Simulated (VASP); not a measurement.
Level of theory: SCAN meta-GGA, VASP's PBE PAW potentials (set 64) (plane waves; VASP 6.6.1).

A VASP calculation is set up with these files.

POSCAR:
```
SiO2
1
    4.0921009818     0.0000000000     0.0000000000
    0.0000000000     4.0921009818     0.0000000000
    0.0000000000     0.0000000000     2.6154424845
Si O
2 4
Direct
  0.0000000000   0.0000000000   0.0000000000
  0.5000000000   0.5000000000   0.5000000000
  0.3059348178   0.3059348178   1.0000000000
  0.8059348178   0.1940651822   0.5000000000
  0.1940651822   0.8059348178   0.5000000000
  0.6940651822   0.6940651822   0.0000000000
```

**KPOINTS**
```
Automatic mesh
0
Gamma
5 5 8
0 0 0
```

INCAR:
```
# general
SYSTEM =SiO2
PREC   =Accurate
ENCUT  =520   # plane-wave cut-off (eV)
LREAL  =.False.   # projection in real space or not
LASPH  =.True.

# electronic loop
EDIFF  =1E-7   # SCF stop (eV)
NELM   =100
ALGO   =Normal   # blocked Davidson
LMIXTAU=.True.

# smearing
ISMEAR =0   # Gaussian
SIGMA  =0.05   # width (eV)

# functional
METAGGA=SCAN

# ions
IBRION =2   # conjugate gradients
NSW    =30
ISIF   =4   # ions and shape, fixed volume
EDIFFG =-0.01   # ionic stop

# output
LWAVE  =.False.
LCHARG =.False.
```

POTCAR, in this order: Si O (PBE.64 set). Program: vasp_std.

Output of the run:

### OSZICAR
```
       N       E                     dE             d eps       ncg     rms          rms(c)
DAV:   1     0.154557168363E+03    0.15456E+03   -0.18908E+04  1208   0.158E+03
DAV:   2    -0.693154243818E+02   -0.22387E+03   -0.21302E+03  1600   0.343E+02
DAV:   3    -0.763361519039E+02   -0.70207E+01   -0.69996E+01  1440   0.650E+01
DAV:   4    -0.763834267919E+02   -0.47275E-01   -0.47233E-01  1428   0.608E+00
DAV:   5    -0.763838652713E+02   -0.43848E-03   -0.43842E-03  1400   0.574E-01    0.196E+01
DAV:   6    -0.612610619359E+02    0.15123E+02   -0.86030E+00  1332   0.205E+01    0.103E+01
DAV:   7    -0.629265330303E+02   -0.16655E+01   -0.69693E+00  1300   0.280E+01    0.390E+00
DAV:   8    -0.647942839893E+02   -0.18678E+01   -0.16230E+00  1260   0.158E+01    0.202E+00
DAV:   9    -0.618092714327E+02    0.29850E+01   -0.10658E+00  1244   0.110E+01    0.793E-01
DAV:  10    -0.621529401895E+02   -0.34367E+00   -0.12595E-01  1380   0.341E+00    0.381E-01
DAV:  11    -0.621807417497E+02   -0.27802E-01   -0.21955E-02  1288   0.179E+00    0.200E-01
DAV:  12    -0.622136368934E+02   -0.32895E-01   -0.10652E-02  1284   0.114E+00    0.171E-01
DAV:  13    -0.622180526505E+02   -0.44158E-02   -0.48033E-03  1356   0.610E-01    0.379E-02
DAV:  14    -0.622185813689E+02   -0.52872E-03   -0.41307E-04  1352   0.243E-01    0.199E-02
DAV:  15    -0.622185049221E+02    0.76447E-04   -0.28765E-05  1384   0.547E-02    0.122E-02
DAV:  16    -0.622185515097E+02   -0.46588E-04   -0.47277E-05  1264   0.814E-02    0.300E-03
DAV:  17    -0.622185578450E+02   -0.63353E-05   -0.57364E-06  1320   0.294E-02    0.251E-03
DAV:  18    -0.622185576935E+02    0.15151E-06   -0.19604E-07   928   0.440E-03    0.162E-03
DAV:  19    -0.622185578319E+02   -0.13842E-06   -0.19461E-07  1056   0.497E-03    0.732E-04
DAV:  20    -0.622185580233E+02   -0.19141E-06   -0.34468E-08   736   0.207E-03    0.537E-04
DAV:  21    -0.622185580525E+02   -0.29171E-07   -0.47631E-09   720   0.833E-04
   1 F= -.62218558E+02 E0= -.62218558E+02  d E =-.622186E+02
       N       E                     dE             d eps       ncg     rms          rms(c)
DAV:   1    -0.622340705559E+02   -0.15513E-01   -0.12636E+01  1236   0.306E+01    0.112E+00
DAV:   2    -0.622299397858E+02    0.41308E-02   -0.43372E-01  1380   0.551E+00    0.578E-01
DAV:   3    -0.622279739326E+02    0.19659E-02   -0.23483E-02  1348   0.198E+00    0.249E-01
DAV:   4    -0.622280017773E+02   -0.27845E-04   -0.16035E-02  1216   0.156E+00    0.648E-02
DAV:   5    -0.622275297756E+02    0.47200E-03   -0.85038E-03  1216   0.116E+00    0.597E-02
DAV:   6    -0.622271958310E+02    0.33394E-03   -0.80568E-04  1336   0.418E-01    0.295E-02
DAV:   7    -0.622272827813E+02   -0.86950E-04   -0.26002E-04  1260   0.204E-01    0.808E-03
DAV:   8    -0.622272089347E+02    0.73847E-04   -0.10479E-04  1232   0.133E-01    0.369E-03
DAV:   9    -0.622272067453E+02    0.21894E-05   -0.79278E-06  1344   0.356E-02    0.154E-03
DAV:  10    -0.622272063725E+02    0.37278E-06   -0.17825E-06  1348   0.128E-02    0.117E-03
DAV:  11    -0.622272071797E+02   -0.80721E-06   -0.39155E-07  1168   0.813E-03    0.458E-04
DAV:  12    -0.622272070955E+02    0.84178E-07   -0.63495E-08   716   0.374E-03
   2 F= -.62227207E+02 E0= -.62227207E+02  d E =-.864904E-02
       N       E                     dE             d eps       ncg     rms          rms(c)
DAV:   1    -0.622347274364E+02   -0.75203E-02   -0.19526E+00  1232   0.121E+01    0.455E-01
DAV:   2    -0.622343037857E+02    0.42365E-03   -0.66655E-02  1404   0.215E+00    0.222E-01
DAV:   3    -0.622333533789E+02    0.95041E-03   -0.34343E-03  1348   0.766E-01    0.970E-02
DAV:   4    -0.622334517894E+02   -0.98410E-04   -0.24920E-03  1224   0.618E-01    0.217E-02
DAV:   5    -0.622333561619E+02    0.95628E-04   -0.12317E-03  1232   0.452E-01    0.217E-02
DAV:   6    -0.622332990175E+02    0.57144E-04   -0.15144E-04  1304   0.183E-01    0.114E-02
DAV:   7    -0.622333031794E+02   -0.41619E-05   -0.40027E-05  1276   0.820E-02    0.245E-03
DAV:   8    -0.622332943435E+02    0.88359E-05   -0.95106E-06  1256   0.404E-02    0.129E-03
DAV:   9    -0.622332941237E+02    0.21986E-06   -0.13828E-06  1332   0.150E-02    0.525E-04
DAV:  10    -0.622332940807E+02    0.42909E-07   -0.17554E-07   892   0.472E-03
   3 F= -.62233294E+02 E0= -.62233294E+02  d E =-.147360E-01
       N       E                     dE             d eps       ncg     rms          rms(c)
DAV:   1    -0.622350761387E+02   -0.17820E-02   -0.16135E-01  1352   0.360E+00    0.272E-01
DAV:   2    -0.622341686284E+02    0.90751E-03   -0.17826E-03  1328   0.410E-01    0.162E-01
DAV:   3    -0.622337092225E+02    0.45941E-03   -0.17117E-03  1276   0.450E-01    0.177E-02
DAV:   4    -0.622340031972E+02   -0.29397E-03   -0.59774E-04  1228   0.307E-01    0.935E-03
DAV:   5    -0.622340183469E+02   -0.15150E-04   -0.82166E-05  1292   0.120E-01    0.683E-03
DAV:   6    -0.622340156576E+02    0.26893E-05   -0.28281E-05  1264   0.709E-02    0.142E-03
DAV:   7    -0.622340133161E+02    0.23415E-05   -0.64270E-06  1324   0.339E-02    0.877E-04
DAV:   8    -0.622340114185E+02    0.18976E-05   -0.64149E-07  1316   0.105E-02    0.490E-04
DAV:   9    -0.622340118383E+02   -0.41980E-06   -0.12705E-07   776   0.463E-03    0.181E-04
DAV:  10    -0.622340117740E+02    0.64250E-07   -0.22486E-08   644   0.188E-03
   4 F= -.62234012E+02 E0= -.62234012E+02  d E =-.717693E-03
       N       E                     dE             d eps       ncg     rms          rms(c)
DAV:   1    -0.622341693275E+02   -0.15749E-03   -0.10325E-02  1356   0.911E-01    0.688E-02
DAV:   2    -0.622341137066E+02    0.55621E-04   -0.11421E-04  1332   0.104E-01    0.408E-02
DAV:   3    -0.622340848837E+02    0.28823E-04   -0.11115E-04  1268   0.115E-01    0.445E-03
DAV:   4    -0.622341049977E+02   -0.20114E-04   -0.39719E-05  1224   0.794E-02    0.230E-03
DAV:   5    -0.622341052975E+02   -0.29989E-06   -0.51255E-06  1292   0.299E-02    0.171E-03
DAV:   6    -0.622341045935E+02    0.70408E-06   -0.20759E-06  1252   0.192E-02    0.391E-04
DAV:   7    -0.622341041250E+02    0.46847E-06   -0.46401E-07  1312   0.908E-03    0.178E-04
DAV:   8    -0.622341040726E+02    0.52407E-07   -0.29402E-08   672   0.217E-03
   5 F= -.62234104E+02 E0= -.62234104E+02  d E =-.809992E-03
```

File OUTCAR:
```
------------------------ aborting loop because EDIFF is reached ----------------------------------------
  FORCE on cell =-STRESS in cart. coord.  units (eV):
  Direction    XX          YY          ZZ          XY          YZ          ZX
  --------------------------------------------------------------------------------------
  Total        6.0619441      6.0619441      6.0692742      0.0000000      0.0000000      0.0000000
  in kB      221.7607326    221.7607326    222.0288867      0.0000000      0.0000000      0.0000000
  external PRESSURE =     221.8501173 kB  Pullay stress =       0.0000000 kB
  volume of cell :       43.80
      direct lattice vectors                 reciprocal lattice vectors
     4.077884907 -0.000000000  0.000000000     0.245225165  0.000000000  0.000000000
    -0.000000000  4.077884907  0.000000000     0.000000000  0.245225165  0.000000000
     0.000000000  0.000000000  2.633709865     0.000000000  0.000000000  0.379692545
 POSITION                                       TOTAL-FORCE (eV/Angst)
 -----------------------------------------------------------------------------------
      0.00000      0.00000      0.00000         0.000000      0.000000     -0.000000
      2.03894      2.03894      1.31685         0.000000      0.000000     -0.000000
      1.23909      1.23909      0.00000        -0.002046     -0.002046     -0.000000
      3.27803      0.79985      1.31685        -0.002046      0.002046     -0.000000
      0.79985      3.27803      1.31685         0.002046     -0.002046     -0.000000
      2.83879      2.83879      0.00000         0.002046      0.002046      0.000000
 -----------------------------------------------------------------------------------
    total drift:                               -0.000000     -0.000000      0.000000
  FREE ENERGIE OF THE ION-ELECTRON SYSTEM (eV)
  ---------------------------------------------------
  free  energy   TOTEN  =       -62.2341040726 eV

  energy  without entropy=      -62.2341040726  energy(sigma->0) =      -62.23410407

 reached required accuracy - stopping structural energy minimisation
```
(Selected blocks of OUTCAR.)

CONTCAR:
```
SiO2
   1.00000000000000
     4.0778849065275473   -0.0000000000000000    0.0000000000000000
    -0.0000000000000000    4.0778849065275473    0.0000000000000000
     0.0000000000000000    0.0000000000000000    2.6337098646390751
  Si              O
     2     4
Direct
     0.0000000000000000    0.0000000000000000    0.0000000000000000
     0.5000000000000000    0.5000000000000000    0.5000000000000000
     0.3038562786422830    0.3038562786422830    0.0000000000000000
     0.8038562786422830    0.1961437213577170    0.5000000000000000
     0.1961437213577170    0.8038562786422830    0.5000000000000000
     0.6961437213577170    0.6961437213577170    0.0000000000000000
```

**OUTCAR**
```
 val. band max:        8.7299645771   @ k =   0.0000   0.0000   0.0000

 cond. band min:      16.2922646780   @ k =   0.0000   0.0000   0.0000


 Fermi energy:         9.0180857753

 k-point     1 :       0.0000    0.0000    0.0000
  band No.  band energies     occupation
      1     -15.5777      2.00000
      2     -11.6802      2.00000
      3     -11.6802      2.00000
      4     -11.2325      2.00000
      5      -2.9066      2.00000
      6       1.7870      2.00000
      7       1.8203      2.00000
      8       1.8203      2.00000
      9       2.8375      2.00000
     10       3.2691      2.00000
     11       5.2933      2.00000
     12       5.2933      2.00000
     13       6.1725      2.00000
     14       7.7836      2.00000
     15       7.7836      2.00000
     16       8.7300      2.00000
     17      16.2923      0.00000
     18      16.4298      0.00000
     19      18.4874      0.00000
     20      18.4874      0.00000

 k-point     2 :       0.2000    0.0000    0.0000
  band No.  band energies     occupation
      1     -15.3481      2.00000
      2     -12.5135      2.00000
      3     -11.5619      2.00000
      4     -10.8979      2.00000
      5      -2.5929      2.00000
      6       0.8193      2.00000
      7       1.9004      2.00000
      8       2.6285      2.00000
      9       3.0127      2.00000
     10       3.9910      2.00000
     11       4.9353      2.00000
     12       5.4015      2.00000
     13       6.1714      2.00000
     14       6.9337      2.00000
     15       7.7129      2.00000
     16       8.4041      2.00000
     17      16.8421      0.00000
     18      16.8673      0.00000
     19      18.6040      0.00000
     20      18.6573      0.00000

 k-point     3 :       0.4000    0.0000    0.0000
  band No.  band energies     occupation
      1     -14.6849      2.00000
      2     -13.6767      2.00000
      3     -11.2587      2.00000
      4     -10.9411      2.00000
      5      -1.7718      2.00000
...
```

The compound is SiO2 in the rutile structure, stishovite, a high-pressure form. This cell is one point of a volume scan, at 0.94 of the reference volume. Symmetry was kept, so distortions that lower it aren't found.
